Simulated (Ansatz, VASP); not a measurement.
# WC (Qusongite) in two plane-wave programs, part 2 of 2

Wanted: the spread between two codes on one cell, functional and k mesh. The cell is taken from a series of runs on this material, whose earlier steps may have relaxed, scaled, displaced or heated it; both programs get it as it stands.

VASP 6.6.1 and Ansatz 0.2.0.

So far: The structure; VASP: zone-centre phonons, LDA.

## 3. Ansatz: zone-centre phonons, LDA

Level of this step: Ansatz beside VASP: Kohn-Sham DFT, plane waves, LDA (Ansatz).

Ansatz runs on its default PAW (the set named soft_2) files.

The same cell, functional (in two slightly different forms), mesh and smearing now go to Ansatz, which takes its cutoff from its data sets.

Contents of input.yaml:

```yaml
crystal:
  lattice:
    - [2.8836047631, 0.0, 0.0]
    - [-1.4418023816, 2.4972749794, 0.0]
    - [0.0, 0.0, 2.8124214475]
  atoms:
    - { symbol: W, position: [0.0, 0.0, 0.0] }
    - { symbol: C, position: [0.6666666667, 0.3333333333, 0.5] }
kpoints:
  mp_grid: { grid: [18, 18, 16] }
hamiltonian:
  xc: lda
scf:
  occupations: { method: methfessel_paxton, width: 0.2 }
output:
  eigenvalues: true
phonons:
  method: dfpt
```

Command:

```console
$ ansatz run input.yaml --threads 4 --pin off --max-ram 16384MiB --backend cpu --events-out ev --progress --plain --runs-dir out
```

Numbers of over 12 decimals in the logs are rounded to 6 here.

The program printed:

```text
zone centre: on kpoints.mp_grid the ground state, and the responses unless they are solved on pairs of k-points, stand on 819 of the mesh's 5184 k-points, reduced under 4 symmetry operations, with k and −k counted as one. Each operation leaves every solved displacement unchanged or reverses it
Engine: ansatz 0.2.0, aarch64-unknown-linux-gnu
Pseudopotentials: kind: paw
Pseudopotential: W, paw, valence charge 14, recommended cutoff 420 eV (normal), W.paw.azcp
Pseudopotential: C, paw, valence charge 4, recommended cutoff 420 eV (normal), C.paw.azcp
Functional definition: SPW92
  exchange = slater_x
  correlation = pw_c
Crystal: 2 atoms, lattice volume = 20.253 Å³
Basis set: ecut = 420 eV, 405 PW (Γ), exchange–correlation on 40×40×40 points (8 copies of the dense FFT grid, shifted against one another)
Bands: 13, of which v1, the nominal top of the filled ones, is band 9 counted from 1 (8 counted from 0)
Symmetry: 12 space group operations
k-points: 819 of 5184 (irreducible under 4 space group operations, time reversal used)
Non-local potential: W, projectors of the file, l = 0: 3, l = 1: 2, l = 2: 2, l = 3: 1
Non-local potential: C, projectors of the file, l = 0: 2, l = 1: 2, l = 2: 1
PAW form: soft (Blöchl's): semilocal exchange-correlation on the pseudo side does not see the compensation charge
PAW frozen core: W, regenerated for the run's functional, and the local potential with it (the file was generated under x = pbe(κ = 0.804, μ = 0.219515), c = pbe(β = 0.066725))
PAW frozen core: C, regenerated for the run's functional, and the local potential with it (the file was generated under x = pbe(κ = 0.804, μ = 0.219515), c = pbe(β = 0.066725))
PAW one-centre angular grid: W, 590 points (default); XC on 64 Gauss nodes
PAW one-centre angular grid: C, 110 points (default); XC on 64 Gauss nodes
Initial density: superposition of atomic densities (neutral atoms: chi_scale 0, normalization atom), corrected by the library's trained network
Initial wavefunctions: pseudopotential atomic-orbital guess
Functional: x = slater, c = lda
SCF iter   1: F=—  HF=-10373.344488 eV  |F-HF|=—  |Δ(HF+E_count)|=         —  Δρ=1.17e-2  dr2=2.42e-2  ethr=1.77e-3  ⟨swp⟩=5.2  Hψ=52551  notcnv=0
preconditioner: auto → none  [metal: Δε(μ)=0.031 eV  Ē_g=10.229 eV  σ=0.200 eV  W_gap=0.13  n_scr=8 (ndim 8)  ℏωp=26.1 eV  f_vac=0.000  D(μ)=0.34/eV (n_scr^D=0)  sad-step TF]
SCF iter   2: F=—  HF=-10373.342540 eV  |F-HF|=—  |Δ(HF+E_count)|=   1.95e-3  S|Δr|=    0.00e0  Δρ=7.77e-3  dr2=1.26e-2  ethr=1.34e-4  ⟨swp⟩=1.0  Hψ=17199  notcnv=0
SCF iter   3: F=—  HF=-10373.339894 eV  |F-HF|=—  |Δ(HF+E_count)|=   2.65e-3  S|Δr|=    0.00e0  Δρ=9.41e-4  dr2=6.55e-5  ethr=7.01e-5  ⟨swp⟩=2.7  Hψ=14595  notcnv=0
SCF iter   4: F=—  HF=-10373.339883 eV  |F-HF|=—  |Δ(HF+E_count)|=   1.11e-5  S|Δr|=    0.00e0  Δρ=1.82e-4  dr2=5.22e-6  ethr=3.64e-7  ⟨swp⟩=2.0  Hψ=16231  notcnv=0
SCF iter   5: F=—  HF=-10373.339880 eV  |F-HF|=—  |Δ(HF+E_count)|=   2.98e-6  S|Δr|=    0.00e0  Δρ=2.25e-5  dr2=4.81e-8  ethr=2.90e-8  ⟨swp⟩=2.0  Hψ=14962  notcnv=0
SCF iter   6: F=—  HF=-10373.339880 eV  |F-HF|=—  |Δ(HF+E_count)|=   1.51e-7  S|Δr|=    0.00e0  Δρ=2.99e-6  dr2=9.97e-10  ethr=2.67e-10  ⟨swp⟩=2.0  Hψ=17142  notcnv=0
SCF iter   7: F=—  HF=-10373.339880 eV  |F-HF|=—  |Δ(HF+E_count)|=  2.46e-10  S|Δr|=    0.00e0  Δρ=5.37e-7  dr2=2.86e-11  ethr=5.54e-12  ⟨swp⟩=2.0  Hψ=17258  notcnv=0
SCF iter   8: F=-10373.339880 eV  HF=-10373.339880 eV  |F-HF|=5.46e-12  |Δ(HF+E_count)|=  7.28e-12  S|Δr|=    0.00e0  Δρ=5.63e-8  dr2=3.13e-13  ethr=1.00e-12  ⟨swp⟩=6.0  Hψ=43814  notcnv=0
SCF 1 converged in 8 iterations: F = -10373.339880 eV  dr2 = 3.13e-13
  greatest PAW one-centre occupation: 1.000 electrons in one spin orbital (limit 2), on the W atom at site 0 (counted from 0), in its partial waves of l = 0
DFPT response loops at Γ: preconditioner auto → Kerker (q_TF=auto, 2.675 Å⁻¹) (partly filled bands, converged f_vac=0.000); β = 1.00, the filter's whole step (`scf.mixing.beta` (0.50) is not read by the response loops under this deck's `scf.mixing.preconditioner`; to damp them name `kerker` or `kerker_dos`, under which they read `scf.mixing.beta`, and type it under 1.00, their step now; both keys bind the ground state too); Broyden in place of MSR1
SCF converged after 8 iterations
Stability not checked: this state was not tested for a lower state beside it, because cold or Methfessel-Paxton smearing, or corrected tetrahedra, fill the levels in a way that the test cannot read (fill_not_monotonic; see scf.lower_state_search)
Free energy (F): -10373.339880 eV
Harris-Foulkes:  -10373.339880 eV  (|F-HF|=5.46e-12)
Internal energy: -10373.339697 eV  (E = F + TS)
E sigma→0 (E₀):  -10373.339834 eV
Entropy (-TS):   -0.000183 eV (-0.092 meV/atom)
Fermi energy:    20.833551 eV
--- Per-component energies (eV) ---
  E_band       = -53.946108
  E_kinetic    = 544.490409
  E_local      = -654.989925  (includes V_loc(G=0)·N_el)
  E_nonlocal   = 32.465918
  E_hartree    = 231.279878
  E_xc         = -315.073131
  E_vxc        = -301.211353  (∫ρ·V_xc dr)
  E_paw        = -8400.963009  (= ΣΔE_a)
  E_vpaw       = -137.260866  (= ΣTr[D̂ρ^β])
  E_aug_tail   = -0.000052  (compensation charges beyond the density's cutoff)
  E_ewald      = -1810.895770
  E_core_change = 0.345985  (= ΣΔE_core)
  E_smearing   = -0.000183  (= −TS)
  E_closure    = 0.000000  (closes the sum)
  Σ components = -10373.339880   (vs F -10373.339880, Δ=0.00e0)
--- Band table (eV; the first three rows and the last of 819) ---
  k-point 0: bands = [... 5 lower, 16.3745, 17.3816, 17.3816, 20.9520, 24.1252, 24.1252, 26.5571, 26.5571]
  k-point 1: bands = [... 5 lower, 16.3384, 17.4264, 17.4264, 20.9325, 23.7618, 23.7618, 26.7819, 26.7819]
  k-point 2: bands = [... 5 lower, 16.1794, 17.5573, 17.5573, 20.9625, 23.0000, 23.0000, 27.1004, 27.1004]
  k-point 818: bands = [... 5 lower, 14.3087, 14.9979, 18.8699, 19.5555, 26.0158, 26.4143, 27.0876, 30.5968]
--- Phonons (Γ-DFPT): 4 representative perturbations + reference, on 819 of 5184 k-points (Σ response iterations 12) ---
  k mesh reduced under 4 symmetry operations, with k and −k counted as one. Each operation leaves every solved displacement unchanged or reverses it
  ASR residual: 2.911e-5 → 0.000e0 eV/Å²; symmetrization residual: 2.928e-6 eV/Å²
  ASR residual per site (eV/Å²): 2.91e-5 2.64e-5
  Γ frequencies (cm⁻¹): 0.00 0.00 0.00 601.35 626.90 626.90
  non-analytic LO–TO correction: not included (Born effective charges unavailable; polar crystals: no LO–TO splitting at Γ)
```

## 4. Side by side

Known differences besides the potentials themselves: the two LDA forms differ slightly; the data sets hold 18 valence electrons in Ansatz (on its default PAW (the set named soft_2) files) and 10 in VASP; the cutoff is 420 eV in Ansatz and 600 eV in VASP; VASP's log shows a relativistic correction to its local exchange, Ansatz's none. Total energies have different zeros and are not compared.

Compared:

```
                  quantity  Ansatz   VASP  difference
     optical mode 1 (cm⁻¹)   601.4  609.1     -1.27 %
optical mode 2 to 3 (cm⁻¹)   626.9  634.6     -1.21 %
```

Modes are paired by rising frequency, not by their patterns, so a pair may set unlike modes beside each other; they are those without the splitting of longitudinal modes.

## 5. Summary of results

```
r.m.s. difference of the optical zone-centre modes, each program's sorted by frequency (zone-centre phonons, LDA) : 7.7 cm⁻¹
difference in optical mode 1 (zone-centre phonons, LDA)                                                           : -1.3 %
```

What this shows: The r.m.s. difference of the optical zone-centre modes, each program's sorted by frequency is 7.7 cm⁻¹ (zone-centre phonons, LDA). The data sets hold unlike numbers of valence electrons (18 in Ansatz and 10 in VASP), so part of the differences comes from the potentials. Among the rows given in per cent, the largest difference of the zone-centre phonons, LDA pair is in optical mode 1, -1.3 %. Such differences can come from data sets, numerical settings and the points named under the comparisons, not from the functional's error against experiment.

[Lines on the potential files, build, host, timing and source positions are cut from VASP's logs without a mark.]

[Logs are printed without paths, hosts, clocks, repeated set-up lines and the standing remarks that a program may print on its own settings, such as how far it seeks lower states.]

[Hosts, paths, dates, database ids (printed as entryN), source tags and the programs' standing remarks are cut or masked in the printed files.]
